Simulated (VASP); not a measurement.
Here is the system:

```yaml
crystal:
  lattice:
    - [0.00000, 3.19781, 3.19781]
    - [3.19781, 0.00000, 3.19781]
    - [3.19781, 3.19781, 0.00000]
  atoms:
    - { symbol: Ba, position: [0.00000, 0.00000, 0.00000] }
    - { symbol: S, position: [0.50000, 0.50000, 0.50000] }
```

Method: AM05 GGA, VASP's PBE PAW potentials (set 64) (plane waves; VASP 6.6.1). Settings: 520 eV cut-off, 8×8×8 Γ-centred mesh, tetrahedra with Blöchl corrections, potentials Ba_sv S.

Unless said otherwise, spin-orbit coupling is left out, though it shifts the bands of the heavy elements here.

Q: Predict the energy per atom (σ→0), band gap (on the k-mesh) with the smallest direct gap where there is one.

A: 
```json
{
 "band gap (on the k-mesh)": "2.09 eV",
 "smallest direct gap (on the k-mesh)": "2.23 eV",
 "energy per atom (σ→0)": "-5.115 eV/atom"
}
```

The absolute energy has meaning only against runs of the same code, potentials and settings.

The compound is BaS in the rock salt structure. It was relaxed first.
